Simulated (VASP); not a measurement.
These are PBE GGA, VASP's PBE PAW potentials (set 64) (plane waves; VASP) values and carry that method's errors.

The input files of a VASP run:

### POSCAR
```
PtS2
1
    1.7997510000    -3.0709370000     0.0000000000
    1.7997510000     3.0709370000     0.0000000000
    0.0000000000     0.0000000000     5.1381910000
Pt S
1 2
Direct
  0.0000000000   0.0000000000   0.0000000000
  0.3333330000   0.6666670000   0.2300000000
  0.6806350000   0.3473010000   0.7700000000
```

File KPOINTS:
```
Regular mesh
0
Gamma
7 7 4
```

INCAR:
```
SYSTEM = PtS2
PREC = Accurate
ENCUT = 400
EDIFF = 1E-6
NELM = 100
ALGO = Normal
LREAL = .FALSE.
LASPH = .TRUE.
ISMEAR = 0
SIGMA = 0.05
GGA = PE
LMAXMIX = 6
LWAVE = .FALSE.
LCHARG = .FALSE.
ISIF = 2
NBANDS = 12
```

POTCAR, in this order: Pt S (PBE.64 set). Program: vasp_std.

**Question.** What does the run give for the energy per atom (σ→0), pressure, largest force?

**Answer.** 
```yaml
energy per atom (σ→0): -5.125 eV/atom
pressure: 47.0 kbar
largest_force: 0.700 eV/Å
```

File OSZICAR:
```
...
DAV:   8    -0.153826814776E+02    0.95082E-02   -0.14337E-01  2940   0.315E+00    0.154E+00
DAV:   9    -0.153746289472E+02    0.80525E-02   -0.33105E-02  3240   0.207E+00    0.343E-01
DAV:  10    -0.153748352278E+02   -0.20628E-03   -0.31047E-03  3004   0.461E-01    0.102E-01
DAV:  11    -0.153749179356E+02   -0.82708E-04   -0.14117E-04  3088   0.104E-01    0.347E-02
DAV:  12    -0.153749238722E+02   -0.59366E-05   -0.12523E-05  3076   0.363E-02    0.127E-02
DAV:  13    -0.153749261752E+02   -0.23030E-05   -0.25512E-06  2236   0.151E-02    0.339E-03
DAV:  14    -0.153749267507E+02   -0.57541E-06   -0.58090E-07  2024   0.699E-03
   1 F= -.15374927E+02 E0= -.15374927E+02  d E =-.158210E-10
```

The compound is PtS2 in the 1T layered structure. The cell was not relaxed at this level, atoms are displaced from their ideal sites. The run is one of a series of settings (NBANDS = 12 against the base run), some of them coarse on purpose.
